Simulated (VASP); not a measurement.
The input files of a VASP run:

POSCAR:
```
GaP
1
    3.3742139318    -0.0000000000     0.0000000000
   -1.6871069661     2.9221545931    -0.0000000000
    0.0000000000     0.0000000000     5.8238694259
Ga P
2 2
Direct
  0.0000000000   1.0000000000   0.0000000000
  0.0000000000   1.0000000000   0.5000000000
  0.3333330000   0.6666670000   0.2500000000
  0.6666670000   0.3333330000   0.7500000000
```

### KPOINTS
```
Automatic mesh
0
Gamma
10 10 5
0 0 0
```

**INCAR**
```
ALGO=Normal
EDIFF=1E-6
EDIFFG=-0.02
ENCUT=500
GGA=PS
IBRION=2
ISIF=3
ISMEAR=1
LASPH=.TRUE.
LCHARG=.FALSE.
LMAXMIX=4
LREAL=.FALSE.
LWAVE=.FALSE.
NELM=100
NSW=40
PREC=Accurate
PSTRESS=200
SIGMA=0.1
SYSTEM=GaP
```

POTCAR, in this order: Ga_d P (PBE.64 set). Program: vasp_std.

Q: Write an equivalent input for Ansatz.

A: One equivalent input (not run):
Ansatz 0.2 input:
```yaml
crystal:
  lattice:
    - [3.3742139, 0.0000000, 0.0000000]
    - [-1.6871070, 2.9221546, 0.0000000]
    - [0.0000000, 0.0000000, 5.8238694]
  atoms:
    - { symbol: Ga, position: [0.0000000, 1.0000000, 0.0000000] }
    - { symbol: Ga, position: [0.0000000, 1.0000000, 0.5000000] }
    - { symbol: P, position: [0.3333330, 0.6666670, 0.2500000] }
    - { symbol: P, position: [0.6666670, 0.3333330, 0.7500000] }
kpoints:
  mp_grid: { grid: [10, 10, 5] }
hamiltonian:
  xc: pbesol
  pseudopotentials: { kind: paw }
scf:
  occupations: { method: methfessel_paxton, width: 0.1 }
  max_iter: 100
relax:
  max_steps: 40
  f_tol: 0.02
  cell: { p_target: 20 }
output: { forces: true, stress: true, eigenvalues: true }
```
Limits of the translation: each code has its own PAW files, so the cut-off isn't converted (ENCUT is set for VASP's; basis.ecutwfc is left out, and Ansatz then takes the one that its files recommend); Ansatz stops its SCF on the density residual and VASP on the energy change (EDIFF).

The structure was generated: GaP was put into the NiAs type type (P6_3/mmc), which need not be its known phase. It was relaxed first under an external pressure of 20 GPa.
